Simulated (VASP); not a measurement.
Input:

```yaml
crystal:
  lattice:
    - [0.00000, 2.46483, 2.46483]
    - [2.46483, 0.00000, 2.46483]
    - [2.46483, 2.46483, 0.00000]
  atoms:
    - { symbol: Zr, position: [0.00000, 0.00000, 0.00000] }
    - { symbol: O, position: [0.25000, 0.25000, 0.25000] }
    - { symbol: O, position: [0.75000, 0.75000, 0.75000] }
```

Level of theory: LDA (Ceperley-Alder, Perdew-Zunger), VASP's LDA PAW potentials (set 64) (plane waves; VASP 6.6.1). Numerical set-up: 520 eV cut-off, 8×8×8 Γ-centred mesh, Gaussian smearing of 0.050 eV, potentials Zr_sv O.

### Question
What does the run give for the energy per atom (σ→0), pressure, band gap (on the k-mesh) with the smallest direct gap where there is one?

### Answer

- band gap (on the k-mesh): 3.48 eV
- smallest direct gap (on the k-mesh): 3.99 eV
- energy per atom (σ→0): -10419 meV/atom
- pressure: 18.87 GPa

The compound is ZrO2 in the fluorite structure, the high-temperature cubic form, which is unstable at 0 K; the monoclinic form is the stable one. This cell is one point of a volume scan, at 0.94 of the reference volume.
